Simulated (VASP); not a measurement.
Consider the following.

```xyz
2
Lattice="0.0000 2.6589 2.6589 2.6191 0.0000 2.6589 2.6191 2.6589 0.0000" Properties=species:S:1:pos:R:3 pbc="T T T"
K      0.0000     0.0000     0.0000
F      2.6191     2.6589     2.6589
```

The numbers are results of r2SCAN meta-GGA, VASP's PBE PAW potentials (set 64) (plane waves; VASP), not measurements. Numerical set-up: 600 eV cut-off, 8×8×8 Γ-centred mesh, Gaussian smearing of 0.050 eV, potentials K_sv F.

### Question
Predict the energy per atom (σ→0), band gap (on the k-mesh) with the smallest direct gap where there is one.

### Answer

```
Property                                      Value
-----------------------------------  --------------
band gap (on the k-mesh)                    6.97 eV
smallest direct gap (on the k-mesh)         6.97 eV
energy per atom (σ→0)                -7.486 eV/atom
```

Total energies compare only between runs with the same potentials, cut-off and functional.

The compound is KF in the rock salt structure. This cell was strained or had an atom moved on purpose.
